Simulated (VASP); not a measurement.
Method: PBE GGA, VASP's PBE PAW potentials (set 64) (plane waves; VASP).

A VASP calculation is set up with these files.

**INCAR**
```
SYSTEM = GaAs
PREC = Accurate
ENCUT = 400
EDIFF = 1E-6
NELM = 100
ALGO = Normal
LREAL = .FALSE.
LASPH = .TRUE.
ISMEAR = 0
SIGMA = 0.05
GGA = PE
LMAXMIX = 4
LWAVE = .FALSE.
LCHARG = .FALSE.
ISIF = 2
KSPACING = 0.4
KGAMMA = .TRUE.
```

POSCAR:
```
GaAs
5.7630
  0.0000000000   0.5000000000   0.5000000000
  0.5000000000   0.0000000000   0.5000000000
  0.5000000000   0.5000000000   0.0000000000
Ga As
1 1
Cart
  0.0000000000   0.0000000000   0.0000000000
  0.2500000000   0.2500000000   0.2500000000
```

POTCAR, in this order: Ga_d As (PBE.64 set). Program: vasp_std.

What VASP printed:

### OSZICAR
```
       N       E                     dE             d eps       ncg     rms          rms(c)
DAV:   1     0.760701154943E+02    0.76070E+02   -0.80085E+03   260   0.158E+03
DAV:   2    -0.271614449192E+01   -0.78786E+02   -0.76521E+02   275   0.296E+02
DAV:   3    -0.828029435735E+01   -0.55641E+01   -0.55405E+01   320   0.712E+01
DAV:   4    -0.836902258184E+01   -0.88728E-01   -0.88677E-01   305   0.102E+01
DAV:   5    -0.837073627979E+01   -0.17137E-02   -0.17137E-02   308   0.119E+00    0.277E+00
DAV:   6    -0.822667119870E+01    0.14407E+00   -0.27145E-01   384   0.930E+00    0.166E+00
DAV:   7    -0.820998405582E+01    0.16687E-01   -0.71914E-02   328   0.203E+00    0.571E-01
DAV:   8    -0.821102276601E+01   -0.10387E-02   -0.11077E-02   315   0.147E+00    0.930E-02
DAV:   9    -0.821148533541E+01   -0.46257E-03   -0.12008E-03   336   0.536E-01    0.601E-02
DAV:  10    -0.821155978617E+01   -0.74451E-04   -0.91151E-05   336   0.942E-02    0.318E-02
DAV:  11    -0.821162485129E+01   -0.65065E-04   -0.10273E-04   270   0.854E-02    0.450E-03
DAV:  12    -0.821162506734E+01   -0.21606E-06   -0.21226E-06   283   0.209E-02
   1 F= -.82116251E+01 E0= -.82114574E+01  d E =-.335374E-03
```

File OUTCAR:
```
------------------------ aborting loop because EDIFF is reached ----------------------------------------
  FORCE on cell =-STRESS in cart. coord.  units (eV):
  Direction    XX          YY          ZZ          XY          YZ          ZX
  --------------------------------------------------------------------------------------
  Total       -0.1644880     -0.1644880     -0.1644880      0.0000000      0.0000000      0.0000000
  in kB       -5.5075578     -5.5075578     -5.5075578      0.0000000      0.0000000      0.0000000
  external PRESSURE =      -5.5075578 kB  Pullay stress =       0.0000000 kB
  volume of cell :       47.85
      direct lattice vectors                 reciprocal lattice vectors
     0.000000000  2.881500000  2.881500000    -0.173520736  0.173520736  0.173520736
     2.881500000  0.000000000  2.881500000     0.173520736 -0.173520736  0.173520736
     2.881500000  2.881500000  0.000000000     0.173520736  0.173520736 -0.173520736
  FREE ENERGIE OF THE ION-ELECTRON SYSTEM (eV)
  ---------------------------------------------------
  free  energy   TOTEN  =        -8.2116250673 eV

  energy  without entropy=       -8.2112896933  energy(sigma->0) =       -8.21145738
```
(Selected blocks of OUTCAR.)

The compound is GaAs in the zinc blende structure. The cell was not relaxed at this level. The run is one of a series of settings (KGAMMA = .TRUE., KSPACING = 0.4, KPOINTS file removed against the base run), some of them coarse on purpose.
